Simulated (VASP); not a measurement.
Computed with PBEsol GGA, VASP's PBE PAW potentials (set 64) (plane waves; VASP).

VASP ran on this input.

### INCAR
```
# general
SYSTEM   =  SnSe2 monolayer
PREC     =  Normal
ENCUT    =  400
LREAL    =  .FALSE.
LASPH    =  .TRUE.

# electronic loop
EDIFF    =  1E-5
NELM     =  100
NELMIN   =  4
ALGO     =  Normal
LMAXMIX  =  4

# smearing
ISMEAR   =  0
SIGMA    =  0.05

# functional
GGA      =  PS

# ions
IBRION   =  2
NSW      =  50
ISIF     =  4
EDIFFG   =  -0.03

# output
LWAVE    =  .TRUE.
LCHARG   =  .FALSE.
```

**POSCAR**
```
SnSe2 monolayer
1
    3.8198762694    -0.0000000000     0.0000000000
   -1.9099381346     3.3081101017     0.0000000000
    0.0000000000     0.0000000000    19.4378479006
Se Sn
2 1
Direct
  0.6666670000   0.3333330000   0.4195070000
  0.3333330000   0.6666670000   0.5804930000
  0.0000000000   0.0000000000   0.5000000000
```

KPOINTS:
```
Automatic mesh
0
Gamma
12 12 1
0 0 0
```

POTCAR, in this order: Se Sn_d (PBE.64 set). Program: vasp_std.

Output

File OUTCAR:
```
 ion  position               nearest neighbor table
   1  0.667  0.333  0.420-   3 2.70   3 2.70   3 2.70
   2  0.333  0.667  0.580-   3 2.70   3 2.70   3 2.70
   3  0.000  0.000  0.500-   1 2.70   2 2.70   1 2.70   2 2.70   1 2.70   2 2.70
  LATTYP: Found a hexagonal cell.
 ALAT       =     3.8198762694
 C/A-ratio  =     5.0886066798
 Subroutine PRICEL returns:
 Original cell was already a primitive cell.
 Subroutine GETGRP returns: Found 12 space group operations
The static configuration has the point symmetry D_3d.
The dynamic configuration has the point symmetry D_3d.
 Subroutine INISYM returns: Found 12 space group operations
 Subroutine IBZKPT returns following result:
 Found     19 irreducible k-points:

 Following reciprocal coordinates:
            Coordinates               Weight
  0.000000  0.000000  0.000000      1.000000
  0.083333  0.000000  0.000000      6.000000
  0.166667  0.000000  0.000000      6.000000
  0.250000  0.000000  0.000000      6.000000
  0.333333  0.000000  0.000000      6.000000
  0.416667  0.000000  0.000000      6.000000
  0.500000  0.000000  0.000000      3.000000
  0.083333  0.083333  0.000000      6.000000
  0.166667  0.083333  0.000000     12.000000
  0.250000  0.083333  0.000000     12.000000
  0.333333  0.083333  0.000000     12.000000
  0.416667  0.083333  0.000000     12.000000
  0.166667  0.166667  0.000000      6.000000
  0.250000  0.166667  0.000000     12.000000
  0.333333  0.166667  0.000000     12.000000
  0.416667  0.166667  0.000000      6.000000
  0.250000  0.250000  0.000000      6.000000
  0.333333  0.250000  0.000000     12.000000
  0.333333  0.333333  0.000000      2.000000
   k-points           NKPTS =     19   k-points in BZ     NKDIM =     19   number of bands    NBANDS=     17
   number of dos      NEDOS =    301   number of ions     NIONS =      3
   total plane-waves  NPLWV =  38400
   dimension x,y,z NGX =    20 NGY =   20 NGZ =   96
   dimension x,y,z NGXF=    40 NGYF=   40 NGZF=  192
   ions per type =               2   1
   PREC   = normal    normal or accurate (medium, high low for compatibility)
   ISTART =      0    job   : 0-new  1-cont  2-samecut
   ICHARG =      2    charge: 1-file 2-atom 10-const
   ISPIN  =      1    spin polarized calculation?
   LNONCOLLINEAR =      F non collinear calculations
   LSORBIT =      F    spin-orbit coupling
   INIWAV =      1    electr: 0-lowe 1-rand  2-diag
   ENCUT  =  400.0 eV  29.40 Ry    5.42 a.u.   6.23  6.23 31.70*2*pi/ulx,y,z
   NELM   =    100;   NELMIN=  4; NELMDL= -5     # of ELM steps
   EDIFF  = 0.1E-04   stopping-criterion for ELM
   LREAL  =      F    real-space projection
   NLSPLINE    = F    spline interpolate recip. space projectors
   LMAXMIX     =    4 max onsite mixed and CHGCAR
   VOSKOWN=      0    Vosko Wilk Nusair interpolation
   EDIFFG = -.3E-01   stopping-criterion for IOM
   NSW    =     50    number of steps for IOM
   NBLOCK =      1;   KBLOCK =     50    inner block; outer block
   IBRION =      2    ionic relax: 0-MD 1-quasi-New 2-CG
   NFREE  =      1    steps in history (QN), initial steepest desc. (CG)
   ISIF   =      4    stress and relaxation
   ISYM   =      2    0-nonsym 1-usesym 2-fastsym
   TEIN   =    0.0    initial temperature
   TEBEG  =    0.0;   TEEND  =   0.0 temperature during run
   SMASS  =  -3.00    Nose mass-parameter (am)
   PSTRESS=    0.0 pullay stress
   NELECT =      26.0000    total number of electrons
   EFERMI =   0.00;   METHOD = LEGACY
   ISMEAR =     0;   SIGMA  =   0.05  broadening in eV -4-tet -1-fermi 0-gaus
   IALGO  =     38    algorithm
   LDIAG  =      T    sub-space diagonalisation (order eigenvalues)
   IMIX   =      4    mixing-type and parameters
     AMIX     =   0.40;   BMIX     =  1.00
...
```

OSZICAR:
```
       N       E                     dE             d eps       ncg     rms          rms(c)
DAV:   1     0.168065243789E+03    0.16807E+03   -0.10165E+04   774   0.105E+03
DAV:   2     0.414359276094E+01   -0.16392E+03   -0.16193E+03   856   0.248E+02
DAV:   3    -0.127341481327E+02   -0.16878E+02   -0.16785E+02   769   0.949E+01
DAV:   4    -0.132059300072E+02   -0.47178E+00   -0.47156E+00   891   0.186E+01
DAV:   5    -0.132164143436E+02   -0.10484E-01   -0.10484E-01   996   0.274E+00    0.496E+00
DAV:   6    -0.129560876068E+02    0.26033E+00   -0.58974E-01   985   0.908E+00    0.315E+00
DAV:   7    -0.129245340713E+02    0.31554E-01   -0.22586E-01   850   0.378E+00    0.467E-01
DAV:   8    -0.129208117488E+02    0.37223E-02   -0.24910E-02   930   0.186E+00    0.249E-01
DAV:   9    -0.129207655016E+02    0.46247E-04   -0.17937E-03   835   0.312E-01    0.552E-02
DAV:  10    -0.129207292320E+02    0.36270E-04   -0.14971E-04  1002   0.124E-01    0.290E-02
DAV:  11    -0.129207052546E+02    0.23977E-04   -0.11702E-04   899   0.568E-02    0.124E-02
DAV:  12    -0.129207314117E+02   -0.26157E-04   -0.13388E-05   607   0.187E-02    0.952E-03
DAV:  13    -0.129208229472E+02   -0.91536E-04   -0.39068E-05   615   0.225E-02    0.588E-03
DAV:  14    -0.129208715438E+02   -0.48597E-04   -0.53057E-06   673   0.104E-02    0.358E-03
DAV:  15    -0.129208890559E+02   -0.17512E-04   -0.15949E-06   713   0.688E-03    0.194E-03
DAV:  16    -0.129209007635E+02   -0.11708E-04   -0.42639E-07   711   0.391E-03    0.861E-04
DAV:  17    -0.129209029350E+02   -0.21716E-05   -0.39518E-07   686   0.265E-03
   1 F= -.12920903E+02 E0= -.12920903E+02  d E =-.129209E+02
       N       E                     dE             d eps       ncg     rms          rms(c)
DAV:   1    -0.129341767839E+02   -0.13276E-01   -0.34317E-01   730   0.432E+00    0.454E-01
DAV:   2    -0.129279704466E+02    0.62063E-02   -0.20447E-02   838   0.147E+00    0.280E-01
DAV:   3    -0.129252240525E+02    0.27464E-02   -0.62351E-03   890   0.791E-01    0.685E-02
DAV:   4    -0.129250723880E+02    0.15166E-03   -0.77644E-04   858   0.263E-01    0.434E-02
DAV:   5    -0.129250230530E+02    0.49335E-04   -0.76420E-05   923   0.696E-02    0.185E-02
DAV:   6    -0.129250034258E+02    0.19627E-04   -0.18962E-05   725   0.236E-02    0.695E-03
DAV:   7    -0.129250233036E+02   -0.19878E-04   -0.20569E-05   563   0.200E-02    0.796E-03
DAV:   8    -0.129250730079E+02   -0.49704E-04   -0.10783E-05   584   0.174E-02    0.260E-03
DAV:   9    -0.129250948034E+02   -0.21795E-04   -0.14343E-06   687   0.820E-03    0.221E-03
DAV:  10    -0.129251120839E+02   -0.17281E-04   -0.10273E-06   662   0.547E-03    0.738E-04
DAV:  11    -0.129251175873E+02   -0.55034E-05   -0.32754E-07   674   0.326E-03
   2 F= -.12925118E+02 E0= -.12925118E+02  d E =-.421465E-02
       N       E                     dE             d eps       ncg     rms          rms(c)
DAV:   1    -0.129260248078E+02   -0.91272E-03   -0.26767E-02   732   0.121E+00    0.127E-01
DAV:   2    -0.129255475725E+02    0.47724E-03   -0.15823E-03   926   0.468E-01    0.783E-02
DAV:   3    -0.129253227505E+02    0.22482E-03   -0.48134E-04   913   0.253E-01    0.188E-02
DAV:   4    -0.129253086459E+02    0.14105E-04   -0.65520E-05   862   0.695E-02    0.119E-02
DAV:   5    -0.129253049875E+02    0.36584E-05   -0.51542E-06   605   0.199E-02
   3 F= -.12925305E+02 E0= -.12925305E+02  d E =-.440205E-02
```

OUTCAR:
```
------------------------ aborting loop because EDIFF is reached ----------------------------------------
  FORCE on cell =-STRESS in cart. coord.  units (eV):
  Direction    XX          YY          ZZ          XY          YZ          ZX
  --------------------------------------------------------------------------------------
  Total       -0.0440317     -0.0440317     -0.0138542     -0.0000000      0.0000000      0.0000000
  in kB       -0.2872094     -0.2872095     -0.0903679     -0.0000000      0.0000000      0.0000000
  external PRESSURE =      -0.2215956 kB  Pullay stress =       0.0000000 kB
  volume of cell :      245.63
      direct lattice vectors                 reciprocal lattice vectors
     3.804462366 -0.000000000 -0.000000000     0.262849229  0.151756063  0.000000000
    -1.902231183  3.294761269 -0.000000000     0.000000000  0.303512127  0.000000000
    -0.000000000  0.000000000 19.595673123     0.000000000  0.000000000  0.051031674
 POSITION                                       TOTAL-FORCE (eV/Angst)
 -----------------------------------------------------------------------------------
      1.90223      1.09825      8.20929         0.000000      0.000000      0.003220
     -0.00000      2.19651     11.38638         0.000000     -0.000000     -0.003220
     -0.00000      0.00000      9.79784        -0.000000      0.000000      0.000000
 -----------------------------------------------------------------------------------
    total drift:                                0.000000      0.000000      0.000000
  FREE ENERGIE OF THE ION-ELECTRON SYSTEM (eV)
  ---------------------------------------------------
  free  energy   TOTEN  =       -12.9253049875 eV

  energy  without entropy=      -12.9253049875  energy(sigma->0) =      -12.92530499

 reached required accuracy - stopping structural energy minimisation
```
(Selected blocks of OUTCAR.)

CONTCAR:
```
SnSe2 monolayer
   1.00000000000000
     3.8044623660872987   -0.0000000000001349   -0.0000000000000000
    -1.9022311829441696    3.2947612685019916   -0.0000000000000000
    -0.0000000000000000    0.0000000000000000   19.5956731232094441
  Se              Sn
     2     1
Direct
     0.6666669999999968    0.3333330000000032    0.4189340356911019
     0.3333330000000032    0.6666669999999968    0.5810659643088981
     0.0000000000000000    0.0000000000000000    0.5000000000000000
```

The cell is a sheet with vacuum, built from SnSe2 (1T layered).
